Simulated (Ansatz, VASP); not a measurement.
# B2O3 (boron oxide glass) in two plane-wave programs

Aim: how closely do two programs agree when they are given the same cell, functional and k mesh? The structure shown is the start of the Ansatz relaxation below; VASP solves that cell, so the two are compared at the walk's first step.

Calculated with Ansatz 0.2.0; plane waves, with VASP 6.6.1 beside it; single point at PBE, single point at LDA and single point at PBEsol.

### Step 1. Set-up

The cell holds 75 atoms: 30 B and 45 O. Its edges and angles: a = 9.895 Å, b = 9.895 Å, c = 9.895 Å, α = 90.0°, β = 90.0°, γ = 90.0°. As first built, before any earlier steps moved the atoms (in the runner's words): 75 atoms (30 B, 45 O) placed at random at 1.79 g/cm^3 and pushed apart to contact distance.

### Step 2. Ansatz: relaxation, PBE

Ansatz runs on its default PAW (the set named soft_2) files.

The two programs are compared at the cell with which this relaxation starts, whose forces are those of its first step.

The input, input.yaml:

```yaml
crystal:
  lattice:
    - [9.8947, 0.0, 0.0]
    - [0.0, 9.8947, 0.0]
    - [0.0, 0.0, 9.8947]
  atoms:
    - { symbol: B, position: [0.42402, 0.03282, 0.71142] }
    - { symbol: B, position: [0.14835, 0.07756, 0.27394] }
    - { symbol: B, position: [0.61497, 0.27276, 0.52433] }
    - { symbol: B, position: [0.22933, 0.82768, 0.49504] }
    - { symbol: B, position: [0.31369, 0.61355, 0.58616] }
    - { symbol: B, position: [0.62533, 0.01774, 0.54995] }
    - { symbol: B, position: [0.14734, 0.45751, 0.95546] }
    - { symbol: B, position: [0.27075, 0.40122, 0.4606] }
    - { symbol: B, position: [0.72756, 0.44969, 0.38091] }
    - { symbol: B, position: [0.32649, 0.96407, 0.91714] }
    - { symbol: B, position: [0.69001, 0.77366, 0.60651] }
    - { symbol: B, position: [0.90836, 0.618, 0.31313] }
    - { symbol: B, position: [0.06385, 0.67442, 0.05803] }
    - { symbol: B, position: [0.93392, 0.4431, 0.51689] }
    - { symbol: B, position: [0.73664, 0.08337, 0.08423] }
    - { symbol: B, position: [0.73406, 0.539, 0.15887] }
    - { symbol: B, position: [0.91186, 0.65566, 0.6566] }
    - { symbol: B, position: [0.98056, 0.29209, 0.87328] }
    - { symbol: B, position: [0.38036, 0.40289, 0.03596] }
    - { symbol: B, position: [0.07931, 0.03697, 0.50655] }
    - { symbol: B, position: [0.36604, 0.2358, 0.60386] }
    - { symbol: B, position: [0.19834, 0.99477, 0.05126] }
    - { symbol: B, position: [0.57748, 0.54166, 0.96857] }
    - { symbol: B, position: [0.96122, 0.22355, 0.62474] }
    - { symbol: B, position: [0.82744, 0.29763, 0.08289] }
    - { symbol: B, position: [0.92374, 0.78244, 0.88025] }
    - { symbol: B, position: [0.52021, 0.62466, 0.72848] }
    - { symbol: B, position: [0.13185, 0.73284, 0.28992] }
    - { symbol: B, position: [0.75298, 0.94186, 0.97495] }
    - { symbol: B, position: [0.30263, 0.28059, 0.24331] }
    - { symbol: O, position: [0.68746, 0.38598, 0.50129] }
    - { symbol: O, position: [0.00188, 0.09678, 0.61143] }
    - { symbol: O, position: [0.05438, 0.5461, 0.00815] }
    - { symbol: O, position: [0.79817, 0.68801, 0.58834] }
    - { symbol: O, position: [0.84183, 0.63996, 0.20361] }
    - { symbol: O, position: [0.00052, 0.7838, 0.99828] }
    - { symbol: O, position: [0.05109, 0.05759, 0.36752] }
    - { symbol: O, position: [0.10451, 0.34396, 0.87935] }
    - { symbol: O, position: [0.70849, 0.90403, 0.54181] }
    - { symbol: O, position: [0.40438, 0.56155, 0.68587] }
    - { symbol: O, position: [0.56491, 0.73666, 0.65478] }
    - { symbol: O, position: [0.29544, 0.38987, 0.32199] }
    - { symbol: O, position: [0.48837, 0.28117, 0.56384] }
    - { symbol: O, position: [0.28551, 0.47349, 0.96519] }
    - { symbol: O, position: [0.97015, 0.71532, 0.76882] }
    - { symbol: O, position: [0.66624, 0.61769, 0.04924] }
    - { symbol: O, position: [0.87098, 0.49323, 0.39068] }
    - { symbol: O, position: [0.81292, 0.43105, 0.08216] }
    - { symbol: O, position: [0.10808, 0.03507, 0.1439] }
    - { symbol: O, position: [0.02611, 0.67623, 0.36079] }
    - { symbol: O, position: [0.96151, 0.3143, 0.51218] }
    - { symbol: O, position: [0.67153, 0.05832, 0.95659] }
    - { symbol: O, position: [0.26211, 0.1528, 0.29669] }
    - { symbol: O, position: [0.75262, 0.19799, 0.15602] }
    - { symbol: O, position: [0.66238, 0.48641, 0.27299] }
    - { symbol: O, position: [0.18991, 0.01765, 0.91568] }
    - { symbol: O, position: [0.42076, 0.94298, 0.81947] }
    - { symbol: O, position: [0.25279, 0.53362, 0.49423] }
    - { symbol: O, position: [0.33755, 0.29154, 0.11275] }
    - { symbol: O, position: [0.50315, 0.00764, 0.6039] }
    - { symbol: O, position: [0.91916, 0.24391, 0.99205] }
    - { symbol: O, position: [0.17651, 0.94173, 0.55219] }
    - { symbol: O, position: [0.78736, 0.95828, 0.11048] }
    - { symbol: O, position: [0.6812, 0.14881, 0.50703] }
    - { symbol: O, position: [0.2198, 0.80879, 0.36221] }
    - { symbol: O, position: [0.51009, 0.4369, 0.02468] }
    - { symbol: O, position: [0.25265, 0.29689, 0.55308] }
    - { symbol: O, position: [0.33965, 0.13924, 0.70088] }
    - { symbol: O, position: [0.97273, 0.53687, 0.61205] }
    - { symbol: O, position: [0.15392, 0.70511, 0.16104] }
    - { symbol: O, position: [0.29995, 0.74886, 0.58254] }
    - { symbol: O, position: [0.58566, 0.57376, 0.83208] }
    - { symbol: O, position: [0.9151, 0.26141, 0.75124] }
    - { symbol: O, position: [0.33803, 0.9383, 0.0577] }
    - { symbol: O, position: [0.79981, 0.85145, 0.87831] }
kpoints:
  mp_grid: { grid: [1, 1, 1] }
hamiltonian:
  xc: pbe
scf:
  occupations: { method: fixed }
output:
  forces: true
  stress: true
relax:
  f_tol: 0.04
  max_steps: 90
  cell: { stress_tol: 0.1, fix: [alpha, beta, gamma] }
```

Started as:

```
> ansatz run input.yaml --threads 8 --pin off --max-ram 15360MiB --backend cpu --events-out ev --progress --plain --runs-dir out
```

Numbers of over 12 decimals in the logs are rounded to 6 here.

Log:

```text
The last accepted step is kept in <dir> (removed where the run ends without a failure and the disk answers)
Engine: ansatz 0.2.0, x86_64-unknown-linux-gnu
Pseudopotentials: kind: paw
Pseudopotential: B, paw, valence charge 3, recommended cutoff 420 eV (normal), B.paw.azcp
Pseudopotential: O, paw, valence charge 6, recommended cutoff 420 eV (normal), O.paw.azcp
Functional definition: PBE
  parameter kappa = 0.804
  parameter beta = 0.066725
  exchange = pbe_x(kappa = kappa, mu = beta*pi^2/3)
  correlation = pbe_c(beta = beta)
Crystal: 75 atoms, lattice volume = 968.741 Å³
Basis set: ecut = 420 eV, 18949 PW (Γ), exchange–correlation on 144×144×144 points (8 copies of the dense FFT grid, shifted against one another)
Bands: 255, of which v1, the nominal top of the filled ones, is band 180 counted from 1 (179 counted from 0)
Symmetry: 1 space group operations
Space group: P1 (ITA 1), of the structure as read, at distance tolerance 9.9e-5 Å
k-points: 1
Non-local potential: B, projectors of the file, l = 0: 2, l = 1: 2, l = 2: 1
Non-local potential: O, projectors of the file, l = 0: 2, l = 1: 2, l = 2: 1
PAW form: soft (Blöchl's): semilocal exchange-correlation on the pseudo side does not see the compensation charge
PAW one-centre angular grid: B, 110 points (default); XC on 64 Gauss nodes
PAW one-centre angular grid: O, 110 points (default); XC on 64 Gauss nodes
Initial density: superposition of atomic densities (neutral atoms: chi_scale 0, normalization atom), corrected by the library's trained network
Initial wavefunctions: pseudopotential atomic-orbital guess
Functional: x = pbe(κ = 0.804, μ = 0.219515), c = pbe(β = 0.066725)
SCF iter   1: F=—  HF=-30269.755459 eV  |F-HF|=—  |Δ(HF+E_count)|=         —  Δρ=4.07e-3  dr2=1.95e-1  ethr=1.77e-3  ⟨swp⟩=6.0  Hψ=829  notcnv=0  defer=73
preconditioner: auto → Resta (q_TF=auto, 2.313 Å⁻¹)  ε∞=2.8  [insulator: Δε(μ)=5.087 eV  Ē_g=17.017 eV  n_scr=202 (ndim 8)  ℏωp=22.6 eV  f_vac=0.272  ε∞_Penn≈2.8]
SCF iter   2: F=—  HF=-30269.733156 eV  |F-HF|=—  |Δ(HF+E_count)|=   2.23e-2  Δρ=1.95e-3  dr2=4.12e-2  ethr=5.41e-5  ⟨swp⟩=3.0  Hψ=402  notcnv=0  defer=73
SCF iter   3: F=—  HF=-30269.731376 eV  |F-HF|=—  |Δ(HF+E_count)|=   1.78e-3  Δρ=8.65e-4  dr2=9.01e-3  ethr=1.14e-5  ⟨swp⟩=4.0  Hψ=362  notcnv=0  defer=50
automatic band count: iteration 3 solves 232 bands in place of 255: the levels show a gap, and the empty bands left out lie too high to hold charge; the band table lists the bands solved (type scf.n_extra_bands for more)
SCF iter   4: F=—  HF=-30269.729637 eV  |F-HF|=—  |Δ(HF+E_count)|=   1.74e-3  Δρ=2.63e-4  dr2=1.06e-3  ethr=2.50e-6  ⟨swp⟩=3.0  Hψ=342  notcnv=0  defer=50
SCF iter   5: F=—  HF=-30269.729444 eV  |F-HF|=—  |Δ(HF+E_count)|=   1.93e-4  Δρ=1.60e-4  dr2=2.13e-4  ethr=2.95e-7  ⟨swp⟩=2.0  Hψ=359  notcnv=0  defer=50
SCF iter   6: F=—  HF=-30269.729401 eV  |F-HF|=—  |Δ(HF+E_count)|=   4.32e-5  Δρ=5.92e-5  dr2=2.99e-5  ethr=5.91e-8  ⟨swp⟩=2.0  Hψ=364  notcnv=0  defer=50
SCF iter   7: F=—  HF=-30269.730643 eV  |F-HF|=—  |Δ(HF+E_count)|=   1.24e-3  Δρ=1.70e-5  dr2=2.93e-6  ethr=8.30e-9  ⟨swp⟩=2.0  Hψ=405  notcnv=0  defer=50
SCF iter   8: F=—  HF=-30269.730644 eV  |F-HF|=—  |Δ(HF+E_count)|=   8.05e-7  Δρ=1.21e-5  dr2=1.16e-6  ethr=8.13e-10  ⟨swp⟩=2.0  Hψ=364  notcnv=0  defer=50
SCF iter   9: F=-30269.730644 eV  HF=-30269.730644 eV  |F-HF|=2.05e-9  |Δ(HF+E_count)|=   1.86e-7  Δρ=2.46e-6  dr2=5.49e-8  ethr=2.78e-11  ⟨swp⟩=3.0  Hψ=840  notcnv=0
SCF 1 converged in 9 iterations: F = -30269.730644 eV  dr2 = 5.49e-8
  greatest PAW one-centre occupation: 0.873 electrons in one spin orbital (limit 2), on the O atom at site 62 (counted from 0), in its partial waves of l = 0
relax step   1: F+E_penalty+E_count = -30269.73064366 eV  Δ(F+E_penalty+E_count) = +0.000e0 eV  max|allowed force component| = 3.240e0 eV/Å  Δτ_max = 0.0000 Å  P = +1.129 GPa  Ω = 968.741 Å³  fix = [alpha, beta, gamma]  reactions: alpha -0.775, beta -0.095, gamma +0.550 GPa/rad  (9 SCF iters, dr2 threshold 1.00e-7 eV, accepted)
Crystal: 75 atoms, lattice volume = 1012.028 Å³
Basis set: ecut = 420 eV, 19767 PW (Γ), exchange–correlation on 144×144×144 points (8 copies of the dense FFT grid, shifted against one another)
Initial density: handed on by an earlier stage of this run
Initial wavefunctions: those handed on with the density
iter 1 solved again at ethr=5.26e-4 eV; its pass at ethr=3.10e-3 eV (dr2=1.89e0 eV) is discarded
SCF iter   1: F=—  HF=-30272.099624 eV  |F-HF|=—  |Δ(HF+E_count)|=         —  Δρ=1.84e-2  dr2=1.90e0  ethr=5.26e-4  ⟨swp⟩=1.0  Hψ=954  notcnv=0  defer=46
automatic band count: iteration 1 solves 232 bands in place of 255: the levels show a gap, and the empty bands left out lie too high to hold charge; the band table lists the bands solved (type scf.n_extra_bands for more)
[...]
atom  39  O     -0.00112679    -0.00383964     0.00206877
  atom  40  O     -0.00119235     0.00255050    -0.00326399
  atom  41  O     -0.00144160     0.00098426     0.00120623
  atom  42  O      0.00348294     0.00028637    -0.00169119
  atom  43  O      0.00047587    -0.00132698    -0.00094400
  atom  44  O      0.00051116     0.00010710    -0.00079307
  atom  45  O     -0.00073123    -0.00259200    -0.00327076
  atom  46  O     -0.00401987    -0.00030503    -0.00329108
  atom  47  O     -0.00497456     0.00034676    -0.00312677
  atom  48  O     -0.00092912     0.00533826     0.00022904
  atom  49  O     -0.00671547     0.00022358     0.01011176
  atom  50  O     -0.00407085    -0.00026959     0.00002571
  atom  51  O     -0.00288049     0.00013431    -0.00099829
  atom  52  O      0.00145285    -0.00334132     0.00938986
  atom  53  O     -0.00052871     0.00136695    -0.00276971
  atom  54  O     -0.00191696    -0.00433550    -0.00080109
  atom  55  O      0.00065559     0.00228392    -0.00169575
  atom  56  O     -0.00326091    -0.00000013    -0.00885385
  atom  57  O      0.01168576    -0.00590532    -0.01058027
  atom  58  O     -0.00155149     0.00433690    -0.00174990
  atom  59  O     -0.00048500     0.00144701     0.00191820
  atom  60  O      0.00001872     0.00062126    -0.00081128
  atom  61  O      0.00202709     0.00261771    -0.00399238
  atom  62  O      0.00214881    -0.00256786    -0.00213296
[...]
atom  68  O     -0.00244844     0.00238917    -0.00032731
  atom  69  O     -0.00140447     0.00089610    -0.00003762
  atom  70  O     -0.00173726     0.00039024     0.00132574
  atom  71  O     -0.00085638    -0.00063984    -0.00049262
  atom  72  O      0.00097812    -0.00006213     0.00052239
  atom  73  O     -0.00189425    -0.00031388    -0.00431119
  atom  74  O     -0.00143313    -0.00319375    -0.00003559
  atom  75  O     -0.00150343    -0.00519702    -0.00057516
  max |Σ_I F_I| component: 3.44e-6 eV/Å
--- Stress (GPa, compression-positive) ---
        0.067371       0.072023      -0.074576
        0.072032      -0.015227       0.212947
       -0.074563       0.212949      -0.023441
  P = ⅓ Tr σ = 0.0096 GPa (0.096 kbar)
--- Relaxed structure (61 steps of the walk, 51 accepted, 4 SCFs on fresh bases) ---
  F+E_penalty+E_count = -30274.02384053 eV   max|allowed force component| = 1.220e-2 eV/Å   (the final SCF, on the basis selected at the relaxed cell)
  cell:  # Å, volume = 1154.2770 Å³
    - [10.878595, 0, 0]
    - [0, 10.697108, 0]
    - [0, 0, 9.919067]
  atoms:
    - { symbol: B, position: [0.435744, 0.048854, 0.713660] }
    - { symbol: B, position: [0.168845, 0.127715, 0.297909] }
    - { symbol: B, position: [0.638749, 0.187083, 0.478347] }
    - { symbol: B, position: [0.150005, 0.809494, 0.539933] }
    - { symbol: B, position: [0.284889, 0.635626, 0.632404] }
    - { symbol: B, position: [0.610118, -0.033925, 0.566107] }
    - { symbol: B, position: [0.171507, 0.504312, 0.997839] }
    - { symbol: B, position: [0.330666, 0.444819, 0.490256] }
    - { symbol: B, position: [0.749496, 0.361181, 0.345489] }
    - { symbol: B, position: [0.314555, 1.030594, 0.926061] }
    - { symbol: B, position: [0.647699, 0.740686, 0.622405] }
    - { symbol: B, position: [0.880620, 0.559751, 0.322534] }
    - { symbol: B, position: [0.031607, 0.689937, 0.061211] }
    - { symbol: B, position: [0.906380, 0.420158, 0.531529] }
    - { symbol: B, position: [0.756076, 0.114561, -0.065470] }
    - { symbol: B, position: [0.762544, 0.476592, 0.127539] }
    - { symbol: B, position: [0.832632, 0.598586, 0.689462] }
    - { symbol: B, position: [1.063857, 0.335684, 0.854360] }
    - { symbol: B, position: [0.369609, 0.423868, 0.075261] }
    - { symbol: B, position: [0.098783, 0.038952, 0.523889] }
    - { symbol: B, position: [0.434863, 0.256445, 0.591958] }
    - { symbol: B, position: [0.214082, 1.079181, 0.061677] }
    - { symbol: B, position: [0.568260, 0.519818, 0.979522] }
    - { symbol: B, position: [1.051946, 0.261003, 0.618703] }
    - { symbol: B, position: [0.857084, 0.313378, -0.028801] }
    - { symbol: B, position: [0.868974, 0.741722, 0.890421] }
    - { symbol: B, position: [0.478458, 0.633419, 0.760933] }
    - { symbol: B, position: [0.056682, 0.707533, 0.324957] }
    - { symbol: B, position: [0.767710, 0.948679, 0.897492] }
    - { symbol: B, position: [0.308414, 0.315385, 0.279646] }
    - { symbol: O, position: [0.731596, 0.261781, 0.427715] }
    - { symbol: O, position: [0.076444, 0.137216, 0.608523] }
    - { symbol: O, position: [0.090153, 0.601608, -0.013206] }
    - { symbol: O, position: [0.739248, 0.650224, 0.618630] }
    - { symbol: O, position: [0.827710, 0.577522, 0.205404] }
    - { symbol: O, position: [-0.061339, 0.759997, 1.002911] }
    - { symbol: O, position: [0.111916, 0.049840, 0.386531] }
    - { symbol: O, position: [0.141453, 0.390938, 0.944376] }
    - { symbol: O, position: [0.673411, 0.854436, 0.563215] }
    - { symbol: O, position: [0.356010, 0.607896, 0.744035] }
    - { symbol: O, position: [0.532110, 0.710515, 0.664518] }
    - { symbol: O, position: [0.337927, 0.418676, 0.354903] }
    - { symbol: O, position: [0.527609, 0.244720, 0.498773] }
    - { symbol: O, position: [0.284653, 0.518643, 1.056995] }
    - { symbol: O, position: [0.884299, 0.640712, 0.806413] }
    - { symbol: O, position: [0.678357, 0.537073, 0.038132] }
    - { symbol: O, position: [0.841678, 0.450460, 0.404069] }
    - { symbol: O, position: [0.860349, 0.412036, 0.053853] }
    - { symbol: O, position: [0.140671, 0.115937, 0.162819] }
    - { symbol: O, position: [-0.028164, 0.625179, 0.384646] }
    - { symbol: O, position: [0.979690, 0.318900, 0.519712] }
    - { symbol: O, position: [0.683865, 0.039142, 0.846851] }
    - { symbol: O, position: [0.249284, 0.217277, 0.344537] }
    - { symbol: O, position: [0.752161, 0.237882, -0.043269] }
[...]
- { symbol: O, position: [0.411091, 0.173682, 0.694072] }
    - { symbol: O, position: [0.886956, 0.487789, 0.642535] }
    - { symbol: O, position: [0.068725, 0.719675, 0.189945] }
    - { symbol: O, position: [0.212998, 0.741045, 0.635073] }
    - { symbol: O, position: [0.547642, 0.590528, 0.864675] }
    - { symbol: O, position: [1.099838, 0.329759, 0.721673] }
    - { symbol: O, position: [0.325271, 1.010038, 0.066115] }
    - { symbol: O, position: [0.779617, 0.829333, 0.855469] }
```

The column dr2 measures how far the density is from self-consistency, as an energy; F and HF (Harris–Foulkes) agree once it is small.

[end of part 1 of 3]

[Lines on the potential files, build, host, timing and source positions are cut from VASP's logs without a mark.]

[Logs are printed without paths, hosts, clocks, repeated set-up lines and the standing remarks that a program may print on its own settings, such as how far it seeks lower states.]

[Hosts, paths, dates, database ids (printed as entryN), source tags and the programs' standing remarks are cut or masked in the printed files.]
